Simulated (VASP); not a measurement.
Here is the system:

```
K
1.0
   -2.67000     2.67000     2.67000
    2.67000    -2.67000     2.67000
    2.67000     2.67000    -2.67000
K
1
Direct
  0.00000   0.00000   0.00000
```

Computed with r2SCAN meta-GGA, VASP's PBE PAW potentials (set 64) (plane waves; VASP). Run with 480 eV cut-off, 10×10×10 Γ-centred mesh, first-order Methfessel-Paxton smearing of 0.10 eV, potentials K_sv.

### Question
Estimate the energy per atom (σ→0), band gap (on the k-mesh) with the smallest direct gap where there is one.

### Answer

band gap (on the k-mesh): none (metal, semimetal or under 0.01 eV)
energy per atom (σ→0): -6.008 eV/atom

The compound is K in the bcc structure. It was relaxed first.
